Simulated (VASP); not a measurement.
# NaWO3: single point with LDA+U

NaWO3:

```
Na W O
1.0
     3.85000    0.00000    0.00000
     0.00000    3.85000    0.00000
     0.00000    0.00000    3.85000
Na W O
1 1 3
Direct
  0.00000 0.00000 0.00000
  0.50000 0.50000 0.50000
  0.00000 0.50000 0.50000
  0.50000 0.50000 0.00000
  0.50000 0.00000 0.50000
```

The cell comes from a database or a generator and needn't be the stable form of this composition.

```json
{
 "Program": "VASP 6.6.1",
 "Task": "single point",
 "Functional": "LDA",
 "Potentials or basis": "VASP PAW LDA potentials, release 64 (Na_pv, W_sv, O)",
 "Cutoff": "520 eV",
 "k mesh": "5 × 5 × 5",
 "Occupations": "gaussian, width 0.05 eV",
 "Spin": "collinear spin, twin_end start",
 "Starting moments": "[0.0, 0.59, -0.06, -0.06, -0.06] μB",
 "Hubbard terms": "W d U = 6.0 eV",
 "Dipole correction": "no",
 "Further INCAR settings": "ALGO = Normal; EDIFF = 1e-06; NBANDS = 32"
}
```

```yaml
Pressure: 8.3 GPa
Band_gap_on_the_k_mesh: none (metal or under the smearing width)
Net_moment: 0.76 μB per cell
Site_moments: Na +0.00; W +0.69; O -0.01 μB
Valence_electrons_inside_the_program's_atomic_spheres: Na 6.01; W 11.97; O 5.09
```

Levels at points of the mesh, in eV from the Fermi level:
Spin up:
| k point | band 17 | band 18 | band 19 | band 20 | band 21 | band 22 | band 23 | band 24 |
| --- | --- | --- | --- | --- | --- | --- | --- | --- |
| (0.00, 0.00, 0.00) | -4.05 | -4.05 | -4.05 | -2.08 | -2.08 | -2.08 | 1.84 | 3.41 |
Spin down:
| k point | band 16 | band 17 | band 18 | band 19 | band 20 | band 21 | band 22 | band 23 |
| --- | --- | --- | --- | --- | --- | --- | --- | --- |
| (0.00, 0.00, 0.00) | -4.32 | -4.04 | -4.04 | -4.04 | -0.55 | -0.55 | -0.55 | 1.87 |

Eigenvalues of the final occupation matrices:
```tsv
site	spin	trace	eigenvalues
site 2 d	1	1.89	0.34 0.34 0.41 0.41 0.41
site 2 d	2	1.21	0.19 0.19 0.19 0.33 0.33
```

It took 73 s on 1 thread of Intel(R) Xeon(R) Platinum 8375C CPU @ 2.90GHz (Ice Lake), on a shared host, peak memory 0.17 GiB.

The run has no spin-orbit coupling, so splittings on W are missing. The state reached can hang on the start; a lower one may exist.
